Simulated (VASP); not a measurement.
OSZICAR of a VASP run on GaSb (zinc blende):

OSZICAR:
```
       N       E                     dE             d eps       ncg     rms          rms(c)
DAV:   1     0.701413647119E+02    0.70141E+02   -0.77105E+03   528   0.143E+03
DAV:   2    -0.263242975167E+01   -0.72774E+02   -0.71054E+02   580   0.276E+02
DAV:   3    -0.732808321906E+01   -0.46957E+01   -0.46798E+01   675   0.669E+01
DAV:   4    -0.740408331269E+01   -0.76000E-01   -0.75964E-01   594   0.940E+00
DAV:   5    -0.740653525597E+01   -0.24519E-02   -0.24519E-02   699   0.138E+00    0.299E+00
DAV:   6    -0.736718080451E+01    0.39354E-01   -0.72398E-02   721   0.461E+00    0.180E+00
DAV:   7    -0.735676540930E+01    0.10415E-01   -0.39710E-02   595   0.182E+00    0.342E-01
DAV:   8    -0.735772174432E+01   -0.95634E-03   -0.47617E-03   656   0.935E-01    0.694E-02
DAV:   9    -0.735821278269E+01   -0.49104E-03   -0.70725E-04   575   0.242E-01    0.334E-02
DAV:  10    -0.735827064808E+01   -0.57865E-04   -0.65094E-05   630   0.534E-02    0.988E-03
DAV:  11    -0.735828912258E+01   -0.18475E-04   -0.30569E-05   545   0.460E-02    0.399E-03
DAV:  12    -0.735829028748E+01   -0.11649E-05   -0.16846E-06   603   0.983E-03    0.104E-03
DAV:  13    -0.735829007197E+01    0.21551E-06   -0.71069E-08   285   0.267E-03
   1 F= -.73582901E+01 E0= -.73581776E+01  d E =-.224872E-03
```

Q: Which electronic solver shows in the log?

A: It is blocked Davidson (ALGO = Normal, or the opening steps of other solvers). The INCAR had ALGO = Normal.

Q: Can the final energy be trusted as converged?

A: Self-consistency was reached. It stopped with EDIFF = 1E-6, NELM = 100 (PBE GGA, plane waves, VASP's PBE PAW potentials (set 64)).

The compound is GaSb in the zinc blende structure. The cell was not relaxed at this level.
